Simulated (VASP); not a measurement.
Calculation: PBE GGA, VASP's PBE PAW potentials (set 64) (plane waves; VASP).

Input for VASP

INCAR:
```
ALGO  =  Normal
EDIFF  =  1E-6
ENCUT  =  400
GGA  =  PE
ISIF  =  2
ISMEAR  =  0
LASPH  =  .TRUE.
LCHARG  =  .FALSE.
LMAXMIX  =  4
LREAL  =  .FALSE.
LWAVE  =  .FALSE.
NELM  =  100
PREC  =  Accurate
SIGMA  =  0.05
SYSTEM  =  CuI
```

KPOINTS:
```
Automatic mesh
0
Gamma
7 7 7
0 0 0
```

POSCAR:
```
CuI
1
    0.0000000000     3.0250000000     3.0250000000
    3.0250000000     0.0000000000     3.0250000000
    3.0250000000     3.0250000000     0.0000000000
Cu I
1 1
Direct
  0.0000000000   0.0000000000   0.0000000000
  0.2500000000   0.2500000000   0.2500000000
```

POTCAR, in this order: Cu I (PBE.64 set). Program: vasp_std.

Output

File OSZICAR:
```
       N       E                     dE             d eps       ncg     rms          rms(c)
DAV:   1     0.987484606398E+02    0.98748E+02   -0.69403E+03   520   0.121E+03
DAV:   2     0.106131146589E+01   -0.97687E+02   -0.90999E+02   525   0.247E+02
DAV:   3    -0.555397049731E+01   -0.66153E+01   -0.65267E+01   713   0.762E+01
DAV:   4    -0.577431234456E+01   -0.22034E+00   -0.22023E+00   622   0.127E+01
DAV:   5    -0.578077255338E+01   -0.64602E-02   -0.64600E-02   759   0.221E+00    0.530E+00
DAV:   6    -0.570384854403E+01    0.76924E-01   -0.35412E+00   541   0.535E+01    0.344E+00
DAV:   7    -0.556041210848E+01    0.14344E+00   -0.79654E-01   555   0.318E+01    0.173E+00
DAV:   8    -0.556334524904E+01   -0.29331E-02   -0.50095E-02   778   0.377E+00    0.484E-01
DAV:   9    -0.556025203137E+01    0.30932E-02   -0.14862E-02   641   0.383E+00    0.152E-01
DAV:  10    -0.556042717599E+01   -0.17514E-03   -0.77703E-04   610   0.233E-01    0.628E-02
DAV:  11    -0.556045774117E+01   -0.30565E-04   -0.39237E-04   650   0.604E-01    0.356E-02
DAV:  12    -0.556045509190E+01    0.26493E-05   -0.34828E-05   815   0.117E-01    0.309E-02
DAV:  13    -0.556045346917E+01    0.16227E-05   -0.14862E-06   476   0.344E-02    0.200E-02
DAV:  14    -0.556045271104E+01    0.75813E-06   -0.12394E-05   785   0.963E-02    0.468E-03
DAV:  15    -0.556045290368E+01   -0.19264E-06   -0.13968E-06   432   0.917E-03
   1 F= -.55604529E+01 E0= -.55604529E+01  d E =-.252669E-13
```

**OUTCAR**
```
------------------------ aborting loop because EDIFF is reached ----------------------------------------
  FORCE on cell =-STRESS in cart. coord.  units (eV):
  Direction    XX          YY          ZZ          XY          YZ          ZX
  --------------------------------------------------------------------------------------
  Total        0.1418929      0.1418929      0.1418929      0.0000000      0.0000000     -0.0000000
  in kB        4.1064353      4.1064353      4.1064353      0.0000000      0.0000000     -0.0000000
  external PRESSURE =       4.1064353 kB  Pullay stress =       0.0000000 kB
  volume of cell :       55.36
      direct lattice vectors                 reciprocal lattice vectors
     0.000000000  3.025000000  3.025000000    -0.165289256  0.165289256  0.165289256
     3.025000000  0.000000000  3.025000000     0.165289256 -0.165289256  0.165289256
     3.025000000  3.025000000  0.000000000     0.165289256  0.165289256 -0.165289256
  FREE ENERGIE OF THE ION-ELECTRON SYSTEM (eV)
  ---------------------------------------------------
  free  energy   TOTEN  =        -5.5604529037 eV

  energy  without entropy=       -5.5604529037  energy(sigma->0) =       -5.56045290
```
(Selected blocks of OUTCAR.)

The compound is CuI in the zinc blende structure. The cell was not relaxed at this level.
